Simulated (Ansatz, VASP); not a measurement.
**One calculation of RbSb4F13, two programs**

Contents of INCAR:

```
SYSTEM = RbSb4F13
PREC = Accurate ; ENCUT = 520
EDIFF = 1E-8 ; ISMEAR = 0
SIGMA = 0.01 ; LREAL = Auto
LASPH = .True. ; NELM = 100
ALGO = Normal ; ISIF = 2
LWAVE = .False. ; LCHARG = .False.
GGA = PE ; LEFG = .True.
NBANDS = 75
```

KPOINTS

```
regular mesh
0
Gamma
  4 4 4
  0 0 0
```

POSCAR

```
RbSb4F13
1.0
   -4.8175000000      4.8175000000      3.2815000000
    4.8175000000     -4.8175000000      3.2815000000
    4.8175000000      4.8175000000     -3.2815000000
Rb Sb F
1 4 13
Direct
    0.5000000000      0.5000000000      0.0000000000
    0.0063141333      0.2771267468      0.2834408801
    0.2771267468      0.9936858667      0.2708126135
    0.9936858667      0.7228732532      0.7165591199
    0.7228732532      0.0063141333      0.7291873865
    0.0000000000      0.0000000000      0.0000000000
    0.5614392778      0.8765557881      0.4379950659
    0.8765557881      0.4385607222      0.3151165103
    0.4385607222      0.1234442119      0.5620049341
    0.1234442119      0.5614392778      0.6848834897
    0.4301501418      0.3345581499      0.3207676869
    0.3345581499      0.0137904630      0.9044080081
    0.0137904630      0.1093824549      0.6792323131
    0.1093824549      0.4301501418      0.0955919919
    0.5698498582      0.6654418501      0.6792323131
    0.6654418501      0.9862095370      0.0955919919
    0.9862095370      0.8906175451      0.3207676869
    0.8906175451      0.5698498582      0.9044080081
```

Input for Ansatz:

```yaml
crystal:
  lattice:
    - [-4.8175, 4.8175, 3.2815]
    - [4.8175, -4.8175, 3.2815]
    - [4.8175, 4.8175, -3.2815]
  atoms:
    - { symbol: Rb, position: [0.5, 0.5, 0.0] }
    - { symbol: Sb, position: [0.0063141333, 0.2771267468, 0.2834408801] }
    - { symbol: Sb, position: [0.2771267468, 0.9936858667, 0.2708126135] }
    - { symbol: Sb, position: [0.9936858667, 0.7228732532, 0.7165591199] }
    - { symbol: Sb, position: [0.7228732532, 0.0063141333, 0.7291873865] }
    - { symbol: F, position: [0.0, 0.0, 0.0] }
    - { symbol: F, position: [0.5614392778, 0.8765557881, 0.4379950659] }
    - { symbol: F, position: [0.8765557881, 0.4385607222, 0.3151165103] }
    - { symbol: F, position: [0.4385607222, 0.1234442119, 0.5620049341] }
    - { symbol: F, position: [0.1234442119, 0.5614392778, 0.6848834897] }
    - { symbol: F, position: [0.4301501418, 0.3345581499, 0.3207676869] }
    - { symbol: F, position: [0.3345581499, 0.013790463, 0.9044080081] }
    - { symbol: F, position: [0.013790463, 0.1093824549, 0.6792323131] }
    - { symbol: F, position: [0.1093824549, 0.4301501418, 0.0955919919] }
    - { symbol: F, position: [0.5698498582, 0.6654418501, 0.6792323131] }
    - { symbol: F, position: [0.6654418501, 0.986209537, 0.0955919919] }
    - { symbol: F, position: [0.986209537, 0.8906175451, 0.3207676869] }
    - { symbol: F, position: [0.8906175451, 0.5698498582, 0.9044080081] }
kpoints:
  mp_grid: { grid: [4, 4, 4] }
scf:
  occupations: { method: fixed }
hamiltonian:
  xc: pbe
  pseudopotentials: { kind: paw }
output:
  forces: true
  efg:
    quadrupole_moments_barn: { Rb: 0.1335, Sb: -0.543 }
    contact_densities: true
  core_levels:
    shells: { F: "1s", Sb: "3d", Rb: "3d" }
    counted_from: valence_top
    add_spin: false
```

Alike in both runs: task electric field gradients; functional PBE; k mesh 4 × 4 × 4; no spin polarisation.

|  | VASP | Ansatz |
| --- | --- | --- |
| version | VASP 6.6.1 | Ansatz 0.2.0 |
| potentials or method | VASP PAW PBE potentials, release 64 (Rb_sv, Sb, F) | plane-wave PAW, scalar-relativistic |
| plane-wave cutoff (eV) | 520 | 420 |
| occupations | gaussian, width 0.01 eV | fixed |
| valence electrons in the cell | 120 | 160 |

Ansatz gave:

- gap on the k mesh at the Fermi level (eV): 4.76
- rms of the force components (eV/Å): 0.003
- Vzz of the field gradient on the site that differs most (V/Å²): -317.0

**Question.** Estimate VASP's values.

**Answer.** gap on the k mesh at the Fermi level (eV): 4.73; rms of the force components (eV/Å): 0.014; Vzz of the field gradient on the site that differs most (V/Å²): -301.0.

Atom by atom the forces differ by 0.013 eV/Å (rms over components). The two sets of potentials don't hold the same shells in valence. Ansatz warned: «gradients_without_spin_orbit».

Caveats: spin-orbit coupling is left out, which moves the levels of the heavy elements. A k mesh can miss the band edges. As with any semilocal functional, this PBE gap is likely too small.
